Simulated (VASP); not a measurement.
Runs of VASP 6.6.1 on PmS. Symmetry: Fm-3m, No. 225, cubic system. Conventional cell: a = 5.677 Å, b = 5.677 Å, c = 5.677 Å, α = 90.00°, β = 90.00°, γ = 90.00°. Pm (site symmetry m-3m) has 6 S at 2.84 Å as nearest neighbours. S (site symmetry m-3m) has 6 Pm at 2.84 Å as nearest neighbours. The cell comes from a database or a generator and needn't be the stable form of this composition.

```csv
spin,U,fixed moment (μB),gap on the mesh (eV),pressure (GPa),moment (μB)
"collinear, zero start",Pm f U = 7 eV,-,-,-3.9,4.08
off,Pm f U = 7 eV,-,none,0.2,-
"collinear, zero start",Pm f U = 6 eV,-,none,(a),4.31
"collinear, ferromagnetic start",Pm f U = 7 eV,3,-,-4.1,3.00
"collinear, random start",Pm f U = 6 eV,-,none,(b),4.69
```

Alike in all rows: task single point; level LDA+U; potentials or basis VASP PAW PBE potentials, release 64 (Pm, S); cell as given; k mesh 6 × 6 × 6; cutoff (eV) 520; smearing gaussian 0.05 eV.

Estimate the missing entries.

(a) -2.9; (b) 0.4.

Caveats: the PAW data sets were made with another functional, which shifts forces and pressure a little; the magnetic or orbital state may not be the lowest (some runs); spin-orbit coupling is left out, which moves the levels of the heavy elements (some runs); the bands computed are all filled at some k points, so no gap is given (some runs); U without spin polarisation on a metal has little footing (some runs); the total moment is fixed, so each spin has its own Fermi level (some runs).

A k mesh can miss the band edges, and the runs leave out spin-orbit coupling on Pm.

A gap of «none» marks a metal or a gap under the smearing width.
